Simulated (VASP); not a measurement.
```
CELL_PARAMETERS angstrom
      2.51216     0.00000     0.00000
     -1.25608     2.17560     0.00000
      0.00000     0.00000     7.60289
ATOMIC_POSITIONS crystal
  B  0.66667 0.33333 0.75000
  B  0.33333 0.66667 0.25000
  N  0.33333 0.66667 0.75000
  N  0.66667 0.33333 0.25000
```

The numbers are results of PBE GGA, VASP's PBE PAW potentials (set 64) (plane waves; VASP), not measurements. Numerical set-up: 580 eV cut-off, 9×9×3 Γ-centred mesh, Gaussian smearing of 0.050 eV, potentials B N.

Without a dispersion term in the relaxation, distances and binding between the weakly bound layers, chains or molecules are unreliable, and so is what depends on them.

Problem. Estimate the energy per atom (σ→0).

Solution. 
* **energy per atom (σ→0)**: -8.801 eV/atom

Only differences to runs with the same potentials and settings are physical.

The compound is BN in the hex structure. It was relaxed first, which changed the volume by +15 %. The start is the result of an earlier pass.
